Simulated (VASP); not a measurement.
A run of VASP 6.6.1 is set up as follows.

POSCAR

```
CsSi3
1.0
    4.0788500000      0.0000000000      0.0000000000
   -2.0394200000      3.5323900000      0.0000000000
    0.0000000000      0.0000000000      7.5518000000
Cs Si
1 3
Direct
    0.0000000000      0.0000000000      0.5000000000
    0.0000000000      0.0000000000      0.0000000000
    0.3333300000      0.6666700000      0.1090400000
    0.6666700000      0.3333300000      0.8909600000
```

The input INCAR.step1:

```
SYSTEM = CsSi3
ALGO = Normal ; EDIFF = 1E-5
ENCUT = 520 ; GGA = PE
ISIF = 2 ; ISMEAR = -1
LASPH = .True. ; LREAL = .False.
LWAVE = .True. ; NELM = 100
PREC = Accurate ; SIGMA = 0.05
```

Contents of INCAR.step2:

```
SYSTEM = CsSi3
AEXX = 0.15 ; ALGO = Normal
EDIFF = 1E-6 ; ENCUT = 520
GGA = PE ; HFSCREEN = 0.2
ISIF = 2 ; ISMEAR = -1
ISTART = 1 ; LASPH = .True.
LCHARG = .False. ; LHFCALC = .True.
LREAL = .False. ; LWAVE = .False.
NELM = 100 ; PREC = Accurate
PRECFOCK = Fast ; SIGMA = 0.05
```

Contents of KPOINTS:

```
k-points
0
Gamma
  4 4 2
  0 0 0
```

Potentials or basis: VASP PAW PBE potentials, release 64 (Cs_sv, Si).

Launch:

```bash
$ cat potpaw_PBE.64/Cs_sv/POTCAR potpaw_PBE.64/Si/POTCAR > POTCAR
$ cp INCAR.step1 INCAR
$ mpirun -np 1 vasp_std > vasp.out
$ cp INCAR.step2 INCAR
$ mpirun -np 1 vasp_std > vasp.out
```

(1) Predict the largest force.

(2) What does it give for the band gap on the k mesh?

## Answers

(1) 0.522 eV/Å.

(2) none (metal or under the smearing width).

Caveat: the k mesh is coarse (spacing up to 0.44 Å⁻¹), so the values aren't converged, least of all with exact exchange; the PAW data sets were made with another functional, which shifts forces and pressure a little.
